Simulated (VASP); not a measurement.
**Pb: band structure with PBEsol**

Pb:

```
Pb
1.0
     0.00000    2.46717    2.46717
     2.46717    0.00000    2.46717
     2.46717    2.46717    0.00000
Pb
1
Direct
  0.00000 0.00000 0.00000
```

```
Program                : VASP 6.6.1
Task                   : band structure
Functional             : PBEsol
Potentials or basis    : VASP PAW PBE potentials, release 64 (Pb_d)
Cutoff                 : 520 eV
k mesh                 : 14 × 14 × 14
Occupations            : methfessel-paxton, width 0.1 eV
Spin                   : no spin polarisation
Further INCAR settings : ALGO = Fast; EDIFF = 1e-07; NBANDS = 13
```

```yaml
Pressure: -0.1 GPa
Band_gap_along_the_path: none (metal or under the smearing width)
```

Levels at the corners of the path, in eV from the Fermi level:
```
point  band 4  band 5  band 6  band 7  band 8  band 9  band 10  band 11
    Γ  -16.89  -16.89  -11.87    7.45    7.45    7.45     9.73    11.40
    X  -16.71  -16.71   -6.75   -3.36    2.01    2.01     5.35     6.64
    X  -16.71  -16.71   -6.75   -3.36    2.01    2.01     5.35     6.64
    W  -16.84  -16.71   -6.64   -1.44   -1.44    0.21    10.88    12.18
    W  -16.84  -16.71   -6.64   -1.44   -1.44    0.21    10.88    12.18
    K  -16.82  -16.76   -6.84   -2.36   -1.30    2.95     6.45    11.37
    K  -16.82  -16.76   -6.84   -2.36   -1.30    2.95     6.45    11.37
    Γ  -16.89  -16.89  -11.87    7.45    7.45    7.45     9.73    11.40
    Γ  -16.89  -16.89  -11.87    7.45    7.45    7.45     9.73    11.40
    L  -16.75  -16.75   -8.19   -4.31    5.59    5.59     9.19     9.51
    L  -16.75  -16.75   -8.19   -4.31    5.59    5.59     9.19     9.51
    U  -16.82  -16.76   -6.84   -2.36   -1.30    2.95     6.45    11.37
    U  -16.82  -16.76   -6.84   -2.36   -1.30    2.95     6.45    11.37
    W  -16.84  -16.71   -6.64   -1.44   -1.44    0.21    10.88    12.18
    W  -16.84  -16.71   -6.64   -1.44   -1.44    0.21    10.88    12.18
    L  -16.75  -16.75   -8.19   -4.31    5.59    5.59     9.19     9.51
    L  -16.75  -16.75   -8.19   -4.31    5.59    5.59     9.19     9.51
    K  -16.82  -16.76   -6.84   -2.36   -1.30    2.95     6.45    11.37
    U  -16.82  -16.76   -6.84   -2.36   -1.30    2.95     6.45    11.37
    X  -16.71  -16.71   -6.75   -3.36    2.01    2.01     5.35     6.64
```

Core levels (eV, on the scale of the bands):
| atom | levels |
| --- | --- |
| 1 Pb | 1s -88080.5, 2s -15742.0, 2p -13496.7, 3s -3770.2, 3p -3126.8, 3d -2471.8, 4s -844.7, 4p -633.9, 4d -390.3, 4f -121.4, 5s -132.5, 5p -74.2 |

Wall time 59 s on 1 thread of AMD EPYC 9R45 (Zen 5), on a shared host, peak memory 0.17 GiB.

Caveat: the PAW data sets were made with another functional, which shifts forces and pressure a little; spin-orbit coupling is left out, which moves the levels of the heavy elements.
